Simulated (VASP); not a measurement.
Computed with PBEsol GGA, VASP's PBE PAW potentials (set 64) (plane waves; VASP).

A VASP calculation is set up with these files.

### KPOINTS
```
Regular mesh
0
Gamma
  18 18 10
0 0 0
```

INCAR:
```
LCHARG=F
NELM=100
EDIFF=1E-7   ! SCF stop (eV)
SYSTEM=Be
LASPH=T   ! aspherical one-centre terms
ALGO=Normal   ! blocked Davidson
ISIF=2   ! forces and stress, cell fixed
LWAVE=F
SIGMA=0.1
LREAL=F   ! projection in real space or not
IBRION=2
EDIFFG=-0.01   ! ionic stop
PREC=Accurate
ENCUT=480
GGA=PS
NSW=30   ! most ionic steps
ISMEAR=1   ! Methfessel-Paxton
```

POSCAR:
```
Be
1
    1.1448020879    -1.9659033945     0.0000000000
    1.1154406757     1.9489515737     0.0000000000
    0.0000000000     0.0000000000     3.5509623198
Be
2
Direct
  0.3333330000   0.6666670000   0.2500000000
  0.6666670000   0.3333330000   0.7500000000
```

POTCAR, in this order: Be (PBE.64 set). Program: vasp_std.

The run wrote:

**OSZICAR**
```
       N       E                     dE             d eps       ncg     rms          rms(c)
DAV:   1    -0.345773387778E+01   -0.34577E+01   -0.17286E+03 11910   0.516E+02
DAV:   2    -0.799633391868E+01   -0.45386E+01   -0.43407E+01 17988   0.605E+01
DAV:   3    -0.802393724087E+01   -0.27603E-01   -0.27335E-01 15054   0.433E+00
DAV:   4    -0.802396931920E+01   -0.32078E-04   -0.32077E-04 17586   0.132E-01
DAV:   5    -0.802396935975E+01   -0.40555E-07   -0.40239E-07 14988   0.189E-03    0.125E+00
DAV:   6    -0.800050324322E+01    0.23466E-01   -0.27023E-03 13050   0.740E-01    0.763E-01
DAV:   7    -0.799067784786E+01    0.98254E-02   -0.38551E-03 13278   0.763E-01    0.149E-02
DAV:   8    -0.799067621306E+01    0.16348E-05   -0.14717E-05 18552   0.373E-02    0.621E-03
DAV:   9    -0.799067682708E+01   -0.61402E-06   -0.45817E-07 14226   0.625E-03    0.491E-04
DAV:  10    -0.799067681966E+01    0.74216E-08   -0.78565E-10 10638   0.246E-04
   1 F= -.79906768E+01 E0= -.79906475E+01  d E =-.799068E+01
       N       E                     dE             d eps       ncg     rms          rms(c)
DAV:   1    -0.799080583834E+01   -0.12901E-03   -0.12082E-03 12240   0.267E-01    0.374E-03
DAV:   2    -0.799080608351E+01   -0.24517E-06   -0.34229E-06 17382   0.183E-02    0.215E-03
DAV:   3    -0.799080603167E+01    0.51837E-07   -0.75861E-08 14544   0.168E-03
   2 F= -.79908060E+01 E0= -.79907767E+01  d E =-.129212E-03
       N       E                     dE             d eps       ncg     rms          rms(c)
DAV:   1    -0.799090109347E+01   -0.95010E-04   -0.42343E-03 12246   0.500E-01    0.701E-03
DAV:   2    -0.799090197117E+01   -0.87770E-06   -0.12011E-05 17322   0.343E-02    0.402E-03
DAV:   3    -0.799090181159E+01    0.15958E-06   -0.26635E-07 14934   0.314E-03    0.253E-04
DAV:   4    -0.799090181045E+01    0.11368E-08   -0.36722E-09 10746   0.512E-04
   3 F= -.79909018E+01 E0= -.79908726E+01  d E =-.224991E-03
```

**OUTCAR**
```
------------------------ aborting loop because EDIFF is reached ----------------------------------------
  FORCE on cell =-STRESS in cart. coord.  units (eV):
  Direction    XX          YY          ZZ          XY          YZ          ZX
  --------------------------------------------------------------------------------------
  Total       -0.1083614     -0.0365300      0.1711280      0.1536205      0.0000000      0.0000000
  in kB      -11.0515355     -3.7256112     17.4529712     15.6674145      0.0000000      0.0000000
  external PRESSURE =       0.8919415 kB  Pullay stress =       0.0000000 kB
  volume of cell :       15.71
      direct lattice vectors                 reciprocal lattice vectors
     1.144802088 -1.965903394  0.000000000     0.440539352 -0.252133259  0.000000000
     1.115440676  1.948951574  0.000000000     0.444371127  0.258770088  0.000000000
     0.000000000  0.000000000  3.550962320     0.000000000  0.000000000  0.281613802
 POSITION                                       TOTAL-FORCE (eV/Angst)
 -----------------------------------------------------------------------------------
      1.11966      0.64359      0.88774        -0.000076     -0.000606      0.000000
      1.14058     -0.66054      2.66322         0.000076      0.000606     -0.000000
 -----------------------------------------------------------------------------------
    total drift:                               -0.000000     -0.000000     -0.000000
  FREE ENERGIE OF THE ION-ELECTRON SYSTEM (eV)
  ---------------------------------------------------
  free  energy   TOTEN  =        -7.9909018105 eV

  energy  without entropy=       -7.9908141342  energy(sigma->0) =       -7.99087259

 reached required accuracy - stopping structural energy minimisation
```
(Selected blocks of OUTCAR.)

File CONTCAR:
```
Be
   1.00000000000000
     1.1448020879000000   -1.9659033945000000    0.0000000000000000
     1.1154406756999999    1.9489515737000001    0.0000000000000000
     0.0000000000000000    0.0000000000000000    3.5509623198000000
  Be
     2
Direct
     0.3309846656675871    0.6640870886051594    0.2500000000000000
     0.6690153343324129    0.3359129113948405    0.7500000000000000
```

The compound is Be in the hcp structure. This cell was strained or had an atom moved on purpose. Symmetry was kept, so distortions that lower it aren't found.
